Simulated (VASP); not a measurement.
CuZn (CsCl type): the bulk modulus from VASP (plane waves, PAW) at several levels of theory. Static lattice, third-order Birch-Murnaghan fit over five volumes.  The measured value holds thermal and zero-point effects that the static calculation lacks.

| level | bulk modulus (GPa) | error against measurement |
|---|---|---|
| LDA | 151 | +30.1 % |
| PBE | 113 | -2.5 % |
| PBEsol | 134 | +15.7 % |
| RPBE | 99.3 | -14.4 % |
| AM05 | 133 | +14.6 % |
| PBE-D3 (zero damping) | 128 | +10.8 % |
| PBE-D3(BJ) | 132 | +14.1 % |
| PBE-D4 | 129 | +11.4 % |
| optB88-vdW | 112 | -3.1 % |
| rev-vdW-DF2 | 119 | +2.7 % |
| revTPSS | 137 | +18.2 % |
| r2SCAN | 131 | +12.8 % |
| r2SCAN+rVV10 | 137 | +17.8 % |

Measured: 116 GPa (as given by Niraj K. Nepal et al., Physical Review B (2020), arXiv:2007.11150).

The cell of the LDA run:

```xyz
2
Lattice="2.8760 0.0000 0.0000 0.0000 2.8760 0.0000 0.0000 0.0000 2.8760" Properties=species:S:1:pos:R:3 pbc="T T T"
Zn     1.4380     1.4380     1.4380
Cu     0.0000     0.0000     0.0000
```

Only levels that ran to the end are used. Left out are those held back, those with too coarse a band path, GW runs whose mesh misses a band edge, hybrids' fits of cells that aren't cubic and levels without matching references; a question may draw on a part of the rest.

The compound is CuZn in the CsCl type structure.
